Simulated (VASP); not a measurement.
Here is the system:

```xyz
3
Lattice="0.0000 3.0188 3.0188 3.0188 0.0000 3.0188 3.0188 3.0188 0.0000" Properties=species:S:1:pos:R:3 pbc="T T T"
Al     1.5094     1.5094     1.5094
Al     4.5282     4.5282     4.5282
Pt     0.0000     0.0000     0.0000
```

Calculation: optB86b-vdW, VASP's PBE PAW potentials (set 64) (plane waves; VASP). Settings: 520 eV cut-off, 9×9×9 Γ-centred mesh, first-order Methfessel-Paxton smearing of 0.10 eV, potentials Al Pt.

Unless said otherwise, spin-orbit coupling is left out, though it shifts the bands of the heavy elements here.

Task: What does the run give for the energy per atom (σ→0), pressure, band gap (on the k-mesh) with the smallest direct gap where there is one?

Result: 
The band gap (on the k-mesh) is none (metal, semimetal or under 0.01 eV) and the energy per atom (σ→0) comes out as -3.807 eV/atom. The pressure comes out as -6.96 GPa.

The absolute energy has meaning only against runs of the same code, potentials and settings.

The compound is PtAl2 in the fluorite structure. This cell is one point of a volume scan, at 1.06 of the reference volume.
